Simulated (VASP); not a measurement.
Set up this calculation in VASP 6.6.1, as the native input.

| Item | Value |
| --- | --- |
| Task | relaxation of cell and atoms |
| Functional | PBE |
| Potentials or basis | VASP PAW PBE potentials, release 64 (Sn_d, Ge_d, O) |
| Cutoff | 520 eV |
| k mesh | 10 × 10 × 4 |
| Occupations | gaussian, width 0.1 eV |
| Spin | no spin polarisation |
| Further INCAR settings | ALGO = Normal; EDIFF = 1e-06; IBRION = 2; EDIFFG = -0.01; NSW = 90; ISIF = 3 |

The structure of Sn2GeO2 lies in POSCAR:

```
Sn2GeO2
1.0
    3.7197339200      0.0000000000      0.0000000000
   -1.8598669600      3.2213840700      0.0000000000
    0.0000000000      0.0000000000      7.4440000000
Sn Ge O
2 1 2
Direct
    0.6666666700      0.3333333300      0.7000268700
    0.3333333300      0.6666666700      0.2999731300
    0.0000000000      0.0000000000      0.0000000000
    0.3333333300      0.6666666700      0.6050510500
    0.6666666700      0.3333333300      0.3949489500
```

The cell was built by a generator and needn't be a form met in nature.

These files were run (other wordings do the same):

INCAR

```
PREC = Accurate
ENCUT = 520
EDIFF = 1E-6
ISMEAR = 0
SIGMA = 0.1
LREAL = False
LASPH = True
NELM = 120
ALGO = Normal
ISIF = 3
LWAVE = False
LCHARG = False
GGA = PE
IBRION = 2
NSW = 90
EDIFFG = -0.01
KPAR = 4
```

KPOINTS

```
regular mesh
0
Gamma
  10 10 4
```

Potentials or basis: VASP PAW PBE potentials, release 64 (Sn_d, Ge_d, O).

The run is started by

```console
$ cat potpaw_PBE.64/Sn_d/POTCAR potpaw_PBE.64/Ge_d/POTCAR potpaw_PBE.64/O/POTCAR > POTCAR
$ mpirun -np 4 vasp_std > vasp.out
```

Results of the run:

```yaml
Relaxed_volume: 17.53 Å³/atom
Relaxed_cell: a = 3.850 Å, b = 3.850 Å, c = 6.830 Å, α = 90.00°, β = 90.00°, γ = 120.00°
Space_group_after_relaxing_to_0.05_Å: P-3m1 (No. 164)
Energy_gained_by_relaxing: 13.7 meV/atom
Ionic_steps: 16
Pressure_after_relaxing: 0.0 GPa
Largest_force_after_relaxing: 0.003 eV/Å
Band_gap_on_the_k_mesh: none (metal or under the smearing width)
```

It took 4.3 min on 4 MPI ranks on Intel(R) Xeon(R) Platinum 8488C (Sapphire Rapids), on a shared host, peak memory 0.29 GiB a rank.
